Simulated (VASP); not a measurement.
```yaml
crystal:
  lattice:
    - [0.00000, 2.69177, 2.69177]
    - [2.69177, 0.00000, 2.69177]
    - [2.69177, 2.69177, 0.00000]
  atoms:
    - { symbol: K, position: [0.00000, 0.00000, 0.00000] }
    - { symbol: F, position: [0.50000, 0.50000, 0.50000] }
```

All values below come from PBE GGA with D3 dispersion (zero damping), VASP's PBE PAW potentials (set 64) (plane waves; VASP). Run with 520 eV cut-off, 10×10×10 Γ-centred mesh, tetrahedra with Blöchl corrections, potentials K_sv F.

Question: Predict the energy per atom (σ→0), band gap (on the k-mesh) with the smallest direct gap where there is one.

Answer: 
```json
{
 "band gap (on the k-mesh)": "6.05 eV",
 "smallest direct gap (on the k-mesh)": "6.05 eV",
 "energy per atom (σ→0)": "-4.286 eV/atom"
}
```

The absolute energy has meaning only against runs of the same code, potentials and settings.

The compound is KF in the rock salt structure. It was relaxed first.
